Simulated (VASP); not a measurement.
Given:

```yaml
crystal:
  lattice:
    - [0.00000, 2.30981, 2.30981]
    - [2.30981, 0.00000, 2.30981]
    - [2.30981, 2.30981, 0.00000]
  atoms:
    - { symbol: Zr, position: [0.00000, 0.00000, 0.00000] }
    - { symbol: N, position: [0.50000, 0.50000, 0.50000] }
```

Method: RPBE GGA, VASP's PBE PAW potentials (set 64) (plane waves; VASP 6.6.1). Settings: 520 eV cut-off, Gaussian smearing of 0.050 eV, potentials Zr_sv N.

What does the run give for the band gap (along the path) with the smallest direct gap where there is one?

```
Quantity                                                     Result
-------------------------  ----------------------------------------
band gap (along the path)  none (metal, semimetal or under 0.01 eV)
```

Total energies compare only between runs with the same potentials, cut-off and functional.

The compound is ZrN in the rock salt structure. It was relaxed first. The electron count is odd and the run is not spin-polarised, which forces a metal.
